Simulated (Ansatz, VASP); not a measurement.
**Ta5Te (Te/Ta(100)) in two plane-wave programs**

Aim: how closely do two programs agree when they are given the same cell, functional and k mesh? Of the first pair: The structure shown is the start of the Ansatz relaxation below; VASP solves that cell, so the two are compared at the walk's first step.

Method: plane waves, with VASP 6.6.1 beside it; RPBE and PBE, in Ansatz 0.2.0.

## 1. Starting point

The cell holds 6 atoms: 5 Ta and 1 Te. Cell: a = 3.310 Å, b = 3.310 Å, c = 26.758 Å, α = 90.0°, β = 90.0°, γ = 90.0°. Vacuum lies along c.

## 2. Ansatz: relaxation, RPBE

Ansatz runs on its default PAW (the set named soft_2) files.

The two programs are compared at the cell with which this relaxation starts, whose forces are those of its first step.

input.yaml reads:

```yaml
crystal:
  lattice:
    - [3.31, 0.0, 0.0]
    - [0.0, 3.31, 0.0]
    - [0.0, 0.0, 26.7582090927]
  atoms:
    - { symbol: Ta, position: [0.0, 0.0, 0.3363453798] }
    - { symbol: Ta, position: [0.5, 0.5, 0.398195558] }
    - { symbol: Ta, position: [0.0, 0.0, 0.4614032485] }
    - { symbol: Ta, position: [0.5, 0.5, 0.5252729706] }
    - { symbol: Ta, position: [0.0, 0.0, 0.5802503262] }
    - { symbol: Te, position: [0.5, 0.5, 0.6636546202] }
kpoints:
  mp_grid: { grid: [9, 9, 1] }
hamiltonian:
  xc: rpbe
scf:
  occupations: { method: fermi_dirac, width: 0.1 }
  convergence: { dr2_threshold: 1.0e-08 }
efield:
  axis: 3
  dipole_correction: true
  ramp_position: 0.97
  ramp_width: 0.06
relax:
  f_tol: 0.02
  max_steps: 60
  constraints: [{ sites: [0, 1] }]
output:
  bader: true
  write_potential: true
  write_density: true
  volumetric_format: npy
```

Started as:

```sh
$ ansatz run input.yaml --threads 4 --pin off --max-ram 12288MiB --backend cpu --events-out ev --progress --plain --runs-dir out
```

Numbers of over 12 decimals in the logs are rounded to 6 here.

Output:

```text
Engine: ansatz 0.2.0, aarch64-unknown-linux-gnu
Pseudopotentials: kind: paw
Pseudopotential: Ta, paw, valence charge 13, recommended cutoff 420 eV (normal), Ta.paw.azcp
Pseudopotential: Te, paw, valence charge 16, recommended cutoff 420 eV (normal), Te.paw.azcp
Functional definition: RPBE
  parameter kappa = 0.804
  parameter beta = 0.066725
  exchange = rpbe_x(kappa = kappa, mu = beta*pi^2/3)
  correlation = pbe_c(beta = beta)
Crystal: 6 atoms, lattice volume = 293.166 Å³
Basis set: ecut = 420 eV, 5777 PW (Γ), exchange–correlation on 48×48×360 points (8 copies of the dense FFT grid, shifted against one another)
Bands: 49, of which v1, the nominal top of the filled ones, is band 41 counted from 1 (40 counted from 0)
Symmetry: 8 space group operations
Space group: P4mm (ITA 99), of the structure as read, at distance tolerance 6.6e-5 Å
k-points: 15 of 81
Non-local potential: Ta, projectors of the file, l = 0: 3, l = 1: 2, l = 2: 2, l = 3: 1
Non-local potential: Te, projectors of the file, l = 0: 2, l = 1: 2, l = 2: 2, l = 3: 2
PAW form: soft (Blöchl's): semilocal exchange-correlation on the pseudo side does not see the compensation charge
PAW frozen core: Ta, regenerated for the run's functional, and the local potential with it (the file was generated under x = pbe(κ = 0.804, μ = 0.219515), c = pbe(β = 0.066725))
PAW frozen core: Te, regenerated for the run's functional, and the local potential with it (the file was generated under x = pbe(κ = 0.804, μ = 0.219515), c = pbe(β = 0.066725))
PAW one-centre angular grid: Ta, 590 points (default); XC on 64 Gauss nodes
PAW one-centre angular grid: Te, 590 points (default); XC on 64 Gauss nodes
Initial density: superposition of atomic densities (neutral atoms: chi_scale 0, normalization atom), corrected by the library's trained network
Initial wavefunctions: pseudopotential atomic-orbital guess
Functional: x = rpbe, c = pbe(β = 0.066725)
SCF iter   1: F=—  HF=-56711.077404 eV  |F-HF|=—  |Δ(HF+E_count)|=         —  Δρ=6.32e-3  dr2=2.89e0  ethr=1.77e-3  p=-0.054 e·Å  D=-3.34e-2 V/Å  ΔV_dip=0.89 eV  dr2_dipole=6.92e-1  V_vac-E_F(+/−)=4.74/3.85 eV  ⟨swp⟩=8.3  Hψ=3271  notcnv=0
efield: sawtooth ramp at fractional position 0.9700 (set: `efield.ramp_position`, or a place that a band, a saddle search or an elastic batch's reference lends), width 0.0600; the density the first Hamiltonian is built on has a dipole p = -0.054 e·Å; the dipole correction subtracts the counter field D = -3.34e-2 V/Å, which shifts the + side's vacuum level by +0.89 eV against the − side's; the planar-averaged density in the ramp window peaks in size at 2.8e-5 e/Å³
preconditioner: auto → LDOS  [metal: Δε(μ)=0.019 eV  Ē_g=4.507 eV  σ=0.100 eV  W_gap=0.05  n_scr=54 (ndim 8)  ℏωp=12.1 eV  f_vac=0.530  D(μ)=5.21/eV (n_scr^D=14)  β→1.0]
SCF iter   2: F=—  HF=-56710.996107 eV  |F-HF|=—  |Δ(HF+E_count)|=   8.13e-2  Δρ=3.43e-3  dr2=6.87e-1  ethr=1.77e-3  p=0.016 e·Å  D=9.97e-3 V/Å  ΔV_dip=-0.27 eV  dr2_dipole=1.47e-1  V_vac-E_F(+/−)=3.50/3.77 eV  ⟨swp⟩=3.9  Hψ=1081  notcnv=0
SCF iter   3: F=—  HF=-56710.970219 eV  |F-HF|=—  |Δ(HF+E_count)|=   2.59e-2  Δρ=8.81e-4  dr2=1.34e-2  ethr=8.49e-4  p=-0.005 e·Å  D=-3.39e-3 V/Å  ΔV_dip=0.09 eV  dr2_dipole=5.83e-3  V_vac-E_F(+/−)=3.90/3.80 eV  ⟨swp⟩=2.9  Hψ=911  notcnv=0
SCF iter   4: F=—  HF=-56710.969530 eV  |F-HF|=—  |Δ(HF+E_count)|=   6.89e-4  Δρ=3.19e-4  dr2=6.64e-4  ethr=1.66e-5  p=-0.001 e·Å  D=-4.13e-4 V/Å  ΔV_dip=0.01 eV  dr2_dipole=1.17e-5  V_vac-E_F(+/−)=3.83/3.82 eV  ⟨swp⟩=2.2  Hψ=1288  notcnv=0
SCF iter   5: F=—  HF=-56710.969580 eV  |F-HF|=—  |Δ(HF+E_count)|=   5.02e-5  Δρ=9.82e-5  dr2=1.93e-4  ethr=8.19e-7  p=0.001 e·Å  D=3.55e-4 V/Å  ΔV_dip=-0.01 eV  dr2_dipole=6.31e-6  V_vac-E_F(+/−)=3.82/3.83 eV  ⟨swp⟩=2.1  Hψ=1332  notcnv=0
SCF iter   6: F=—  HF=-56710.969593 eV  |F-HF|=—  |Δ(HF+E_count)|=   1.26e-5  Δρ=3.37e-5  dr2=1.08e-5  ethr=2.38e-7  p=0.001 e·Å  D=6.91e-4 V/Å  ΔV_dip=-0.02 eV  dr2_dipole=2.79e-7  V_vac-E_F(+/−)=3.82/3.84 eV  ⟨swp⟩=1.9  Hψ=919  notcnv=0
SCF iter   7: F=—  HF=-56710.969573 eV  |F-HF|=—  |Δ(HF+E_count)|=   2.00e-5  Δρ=1.28e-5  dr2=1.35e-6  ethr=1.33e-8  p=0.002 e·Å  D=9.54e-4 V/Å  ΔV_dip=-0.03 eV  dr2_dipole=1.64e-7  V_vac-E_F(+/−)=3.82/3.85 eV  ⟨swp⟩=2.5  Hψ=1047  notcnv=0
SCF iter   8: F=—  HF=-56710.969641 eV  |F-HF|=—  |Δ(HF+E_count)|=   6.79e-5  Δρ=4.17e-6  dr2=1.79e-7  ethr=1.67e-9  p=0.002 e·Å  D=1.07e-3 V/Å  ΔV_dip=-0.03 eV  dr2_dipole=8.59e-8  V_vac-E_F(+/−)=3.82/3.85 eV  ⟨swp⟩=2.5  Hψ=1303  notcnv=0
SCF iter   9: F=—  HF=-56710.969641 eV  |F-HF|=—  |Δ(HF+E_count)|=   1.07e-7  Δρ=1.71e-6  dr2=3.14e-8  ethr=2.21e-10  p=0.002 e·Å  D=1.10e-3 V/Å  ΔV_dip=-0.03 eV  dr2_dipole=3.18e-10  V_vac-E_F(+/−)=3.82/3.85 eV  ⟨swp⟩=2.5  Hψ=1186  notcnv=0
[...]
preconditioner: auto → LDOS  [metal: Δε(μ)=0.039 eV  Ē_g=4.744 eV  σ=0.100 eV  W_gap=0.10  n_scr=54 (ndim 8)  ℏωp=12.1 eV  f_vac=0.545  D(μ)=5.06/eV (n_scr^D=14)  β→1.0]
SCF iter   2: F=—  HF=-56711.594490 eV  |F-HF|=—  |Δ(HF+E_count)|=   3.97e-3  Δρ=6.93e-4  dr2=1.05e-2  ethr=1.10e-4  p=-0.008 e·Å  D=-4.76e-3 V/Å  ΔV_dip=0.13 eV  dr2_dipole=4.24e-5  V_vac-E_F(+/−)=3.96/3.84 eV  ⟨swp⟩=1.9  Hψ=969  notcnv=0
SCF iter   3: F=—  HF=-56711.593807 eV  |F-HF|=—  |Δ(HF+E_count)|=   6.82e-4  Δρ=2.34e-4  dr2=8.61e-4  ethr=1.29e-5  p=-0.007 e·Å  D=-4.41e-3 V/Å  ΔV_dip=0.12 eV  dr2_dipole=1.16e-4  V_vac-E_F(+/−)=3.95/3.83 eV  ⟨swp⟩=2.0  Hψ=959  notcnv=0
SCF iter   4: F=—  HF=-56711.593752 eV  |F-HF|=—  |Δ(HF+E_count)|=   5.52e-5  Δρ=7.35e-5  dr2=4.99e-5  ethr=1.06e-6  p=-0.007 e·Å  D=-4.21e-3 V/Å  ΔV_dip=0.11 eV  dr2_dipole=4.92e-6  V_vac-E_F(+/−)=3.94/3.83 eV  ⟨swp⟩=2.0  Hψ=1273  notcnv=0
SCF iter   5: F=—  HF=-56711.593702 eV  |F-HF|=—  |Δ(HF+E_count)|=   5.02e-5  Δρ=1.96e-5  dr2=7.28e-6  ethr=6.17e-8  p=-0.007 e·Å  D=-4.49e-3 V/Å  ΔV_dip=0.12 eV  dr2_dipole=1.45e-7  V_vac-E_F(+/−)=3.95/3.83 eV  ⟨swp⟩=3.0  Hψ=1353  notcnv=0
SCF iter   6: F=—  HF=-56711.593775 eV  |F-HF|=—  |Δ(HF+E_count)|=   7.34e-5  Δρ=6.19e-6  dr2=3.43e-7  ethr=8.98e-9  p=-0.007 e·Å  D=-4.42e-3 V/Å  ΔV_dip=0.12 eV  dr2_dipole=2.99e-8  V_vac-E_F(+/−)=3.95/3.83 eV  ⟨swp⟩=2.1  Hψ=971  notcnv=0
SCF iter   7: F=—  HF=-56711.593775 eV  |F-HF|=—  |Δ(HF+E_count)|=   2.72e-7  Δρ=1.95e-6  dr2=3.41e-8  ethr=4.24e-10  p=-0.007 e·Å  D=-4.42e-3 V/Å  ΔV_dip=0.12 eV  dr2_dipole=8.17e-12  V_vac-E_F(+/−)=3.95/3.83 eV  ⟨swp⟩=2.0  Hψ=1064  notcnv=0
SCF iter   8: F=-56711.593775 eV  HF=-56711.593775 eV  |F-HF|=2.56e-9  |Δ(HF+E_count)|=   3.03e-8  Δρ=5.11e-7  dr2=1.25e-9  ethr=1.23e-11  p=-0.007 e·Å  D=-4.41e-3 V/Å  ΔV_dip=0.12 eV  dr2_dipole=8.56e-12  V_vac-E_F(+/−)=3.95/3.83 eV  ⟨swp⟩=10.7  Hψ=5191  notcnv=0
SCF 5 converged in 8 iterations: F = -56711.593775 eV  dr2 = 1.25e-9
relax step   5: F+E_penalty+E_count = -56711.59377546 eV  Δ(F+E_penalty+E_count) = -4.612e-3 eV  max|allowed force component| = 1.691e-2 eV/Å  Δτ_max = 0.0463 Å  (8 SCF iters, accepted)
NSCF: frozen V_eff on 15 k-points
the band table was solved once a step of the walk had ended and its energy, with any forces and stress, was formed, with the checks that follow a solve (3546 applications of the Hamiltonian). They found nothing against the state; the energy, forces and stress were not computed again (output.eigenvalues in the input reference)
WARN: The input density's exchange-correlation potential varies sharply where the density is thin. Do not read a vacuum level from v_tot or v_xc, or from such a field of the output density. On a cell that repeats whose density bears no net charge and no dipole along the vacuum's axis use v_es (v_loc + v_h of the components); under efield.dipole_correction with no amplitude use v_es + v_field, which holds any external [...]
SCF converged after 8 iterations
Free energy (F): -56711.593775 eV
Harris-Foulkes:  -56711.593775 eV  (|F-HF|=2.56e-9)
Internal energy: -56711.425703 eV  (E = F + TS)
E sigma→0 (E₀):  -56711.509739 eV
Entropy (-TS):   -0.168072 eV (-28.012 meV/atom)
Fermi energy:    4.774433 eV
Dipole field:    D = -0.004417 V/Å  (p = -0.007156 e·Å, saw-weighted, corrected)
Work function:   Φ+ = 3.9472 eV   Φ− = 3.8290 eV
Levels:          The Fermi level and band energies are counted from a zero that moves with the ramp; work functions are not
--- Per-component energies (eV) ---
  E_band       = -1780.851151
  E_kinetic    = 2005.498876
  E_local      = -96397.200934  (includes V_loc(G=0)·N_el)
  E_nonlocal   = -242.786611
  E_hartree    = 47456.269262
  E_xc         = -1215.867009
  E_vxc        = -1120.194155  (∫ρ·V_xc dr)
  E_paw        = -46714.657538  (= ΣΔE_a)
  E_vpaw       = -938.685289  (= ΣTr[D̂ρ^β])
  E_aug_tail   = 0.000517  (compensation charges beyond the density's cutoff)
  E_efield     = 0.000016  (sawtooth field / dipole correction)
  E_vefield    = -0.018907  (∫n·V_field dr)
  E_ewald      = 38397.495837
  E_core_change = -0.178117  (= ΣΔE_core)
  E_smearing   = -0.168072  (= −TS)
  E_closure    = 0.000000  (closes the sum)
  Σ components = -56711.593775   (vs F -56711.593775, Δ=0.00e0)
--- Forces (eV/Å), atoms counted from 1 ---
  atom   1  Ta     0.00000000     0.00000000     1.12002572
  atom   2  Ta    -0.00000000     0.00000000    -1.12257567
  atom   3  Ta    -0.00000000     0.00000000    -0.01690651
  atom   4  Ta     0.00000000     0.00000000     0.01536936
  atom   5  Ta    -0.00000000    -0.00000000    -0.00485564
  atom   6  Te     0.00000000     0.00000000     0.00896804
  max |Σ_I F_I| component: 2.53e-5 eV/Å
--- Band table (eV; the first three rows and the last of 15) ---
  k-point 0: bands = [... 37 lower, 4.6831, 5.2360, 5.2360, 5.3701, 5.4510, 5.4510, 5.5879, 6.1665, ... 4 higher]
  k-point 1: bands = [... 37 lower, 4.5953, 4.9043, 4.9243, 5.0718, 5.4880, 5.5322, 5.7788, 5.9224, ... 4 higher]
  k-point 2: bands = [... 37 lower, 4.3040, 4.4679, 4.6188, 4.9067, 5.1183, 5.7816, 5.7867, 5.9659, ... 4 higher]
  k-point 14: bands = [... 37 lower, 3.5152, 3.6906, 4.6782, 4.8634, 5.6482, 6.5354, 6.6001, 6.8875, ... 4 higher]
--- Relaxed structure (5 steps of the walk, 5 accepted, 0 SCFs on fresh bases) ---
  F+E_penalty+E_count = -56711.59377546 eV   max|allowed force component| = 1.691e-2 eV/Å
  atoms:
    - { symbol: Ta, position: [0.0, 0.0, 0.336345] }
    - { symbol: Ta, position: [0.5, 0.5, 0.398196] }
    - { symbol: Ta, position: [-8.467738082234351e-19, 0, 0.460864] }
    - { symbol: Ta, position: [0.5, 0.5, 0.524233] }
    - { symbol: Ta, position: [6.979634920133096e-18, 0.0, 0.584694] }
    - { symbol: Te, position: [0.5, 0.5, 0.648965] }
--- Bader charges: 6 sites ---
  site symbol  charge [e]  shift [e]
     0     Ta     -0.1395     0.0000
     1     Ta      0.0738     0.0000
     2     Ta      0.1323     0.0000
     3     Ta      0.1372     0.0000
     4     Ta      0.3508     0.0001
     5     Te     -0.5547     0.0001
  estimated error of the sums over rays = 7.2e-4 e
```

Reading the cycles: dr2 is the Hartree energy of the density residual (eV), the measure of convergence; HF is the Harris–Foulkes estimate of the energy, which meets the free energy F at convergence.

[end of part 1 of 3]

[Lines on the potential files, build, host, timing and source positions are cut from VASP's logs without a mark.]

[Logs are printed without paths, hosts, clocks, repeated set-up lines and the standing remarks that a program may print on its own settings, such as how far it seeks lower states.]

[Hosts, paths, dates, database ids (printed as entryN), source tags and the programs' standing remarks are cut or masked in the printed files.]
